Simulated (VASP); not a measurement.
Computed with PBE GGA, VASP's PBE PAW potentials (set 64) (plane waves; VASP).

VASP ran on this input.

KPOINTS:
```
kpoints
0
gamma
9 9 9
0 0 0
```

### INCAR
```
SYSTEM = AuAl2
PREC = Accurate
ENCUT = 500
EDIFF = 1E-6
NELM = 100
ALGO = Normal
LREAL = .FALSE.
LASPH = .TRUE.
ISMEAR = 1
SIGMA = 0.1
GGA = PE
LMAXMIX = 6
LWAVE = .FALSE.
LCHARG = .FALSE.
IBRION = 2
ISIF = 3
NSW = 40
EDIFFG = -0.02
PSTRESS = 100
```

**POSCAR**
```
AuAl2
1
    0.0000000000     2.9500189563     2.9500189563
    2.9500189563     0.0000000000     2.9500189563
    2.9500189563     2.9500189563     0.0000000000
Al Au
2 1
Direct
  0.2500000000   0.2500000000   0.2500000000
  0.7500000000   0.7500000000   0.7500000000
  0.0000000000   0.0000000000   0.0000000000
```

POTCAR, in this order: Al Au (PBE.64 set). Program: vasp_std.

Output of the run:

**OSZICAR**
```
       N       E                     dE             d eps       ncg     rms          rms(c)
DAV:   1     0.621198320082E+02    0.62120E+02   -0.71030E+03   872   0.115E+03
DAV:   2    -0.113246471172E+02   -0.73444E+02   -0.67241E+02   912   0.203E+02
DAV:   3    -0.132291789352E+02   -0.19045E+01   -0.18532E+01  1060   0.324E+01
DAV:   4    -0.132485144774E+02   -0.19336E-01   -0.19305E-01  1012   0.351E+00
DAV:   5    -0.132487789608E+02   -0.26448E-03   -0.26447E-03  1052   0.457E-01    0.970E+00
DAV:   6    -0.119967523953E+02    0.12520E+01   -0.65316E+00   980   0.290E+01    0.405E+00
DAV:   7    -0.119264678722E+02    0.70285E-01   -0.27929E-01   912   0.622E+00    0.194E+00
DAV:   8    -0.118961452248E+02    0.30323E-01   -0.22277E-02   992   0.122E+00    0.403E-01
DAV:   9    -0.118951243306E+02    0.10209E-02   -0.32550E-03   968   0.690E-01    0.185E-01
DAV:  10    -0.118952602045E+02   -0.13587E-03   -0.23568E-04   908   0.130E-01    0.355E-02
DAV:  11    -0.118952529242E+02    0.72803E-05   -0.64912E-06  1040   0.232E-02    0.127E-02
DAV:  12    -0.118952542659E+02   -0.13417E-05   -0.33827E-06   888   0.132E-02    0.343E-03
DAV:  13    -0.118952543958E+02   -0.12994E-06   -0.21288E-07   532   0.539E-03
   1 F= -.86905068E+01 E0= -.86904874E+01  d E =-.869051E+01
```

### OUTCAR
```
------------------------ aborting loop because EDIFF is reached ----------------------------------------
  FORCE on cell =-STRESS in cart. coord.  units (eV):
  Direction    XX          YY          ZZ          XY          YZ          ZX
  --------------------------------------------------------------------------------------
  Total        3.1894830      3.1894830      3.1894830     -0.0000000     -0.0000000      0.0000000
  in kB       99.5236874     99.5236874     99.5236874     -0.0000000     -0.0000000      0.0000000
  external PRESSURE =      -0.4763126 kB  Pullay stress =     100.0000000 kB
  volume of cell :       51.35
      direct lattice vectors                 reciprocal lattice vectors
     0.000000000  2.950018956  2.950018956    -0.169490436  0.169490436  0.169490436
     2.950018956  0.000000000  2.950018956     0.169490436 -0.169490436  0.169490436
     2.950018956  2.950018956  0.000000000     0.169490436  0.169490436 -0.169490436
 POSITION                                       TOTAL-FORCE (eV/Angst)
 -----------------------------------------------------------------------------------
      1.47501      1.47501      1.47501        -0.000000     -0.000000     -0.000000
      4.42503      4.42503      4.42503         0.000000      0.000000      0.000000
      0.00000      0.00000      0.00000        -0.000000     -0.000000     -0.000000
 -----------------------------------------------------------------------------------
    total drift:                                0.000000     -0.000000     -0.000000
  FREE ENERGIE OF THE ION-ELECTRON SYSTEM (eV)
  ---------------------------------------------------
  free  energy   TOTEN  =       -11.8952543958 eV

  energy  without entropy=      -11.8951961695  energy(sigma->0) =      -11.89523499
  enthalpy is  TOTEN    =        -8.6905067784 eV   P V=        3.2047476174

 reached required accuracy - stopping structural energy minimisation
```
(Selected blocks of OUTCAR.)

The compound is AuAl2 in the fluorite structure. It was relaxed first under an external pressure of 10 GPa. The electron count is odd and the run is not spin-polarised, which forces a metal.
